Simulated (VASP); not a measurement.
```
CsPbBr3
1.0
    5.84733     0.00000     0.00000
    0.00000     5.84733     0.00000
    0.00000     0.00000     5.84733
Cs Pb Br
1 1 3
Direct
  0.00000   0.00000   0.00000
  0.50000   0.50000   0.50000
  0.50000   0.00000   0.50000
  0.00000   0.50000   0.50000
  0.50000   0.50000   0.00000
```

The numbers are results of rev-vdW-DF2, VASP's PBE PAW potentials (set 64) (plane waves; VASP), not measurements. Settings: 520 eV cut-off, 4×4×4 Γ-centred mesh, Gaussian smearing of 0.050 eV, potentials Cs_sv Pb_d Br.

Energy and stress use the plane-wave basis of the starting cell.

Question: The ions, cell shape and volume are relaxed. Predict the relaxed structure.

Answer: 
```
CsPbBr3
1.0
    5.91989     0.00000     0.00000
    0.00000     5.91989     0.00000
    0.00000     0.00000     5.91989
Cs Pb Br
1 1 3
Direct
  0.00000   0.00000   0.00000
  0.50000   0.50000   0.50000
  0.50000   0.00000   0.50000
  0.00000   0.50000   0.50000
  0.50000   0.50000   0.00000
```
Space group Pm-3m (221), at a tolerance of 0.03 Å.

Question: How do energy and volume change from the first to the last step?

Answer: The energy (σ→0) changes by -4.0 meV/atom and the volume by +3.8 %, in 3 ionic steps.

```json
[
 {"step": "1", "E(σ→0) (eV)": "-5.8524", "max force (eV/Å)": "0.000", "pressure (GPa)": "0.87", "volume (Å³)": "199.93"},
 {"step": "2", "E(σ→0) (eV)": "-5.8717", "max force (eV/Å)": "0.000", "pressure (GPa)": "0.13", "volume (Å³)": "206.26"},
 {"step": "3", "E(σ→0) (eV)": "-5.8722", "max force (eV/Å)": "0.000", "pressure (GPa)": "0.01", "volume (Å³)": "207.46"}
]
```

The compound is CsPbBr3 in the cubic perovskite structure, the ideal cubic form; the compound distorts at low or room temperature. This run relaxes it. Symmetry was kept, so distortions that lower it aren't found.
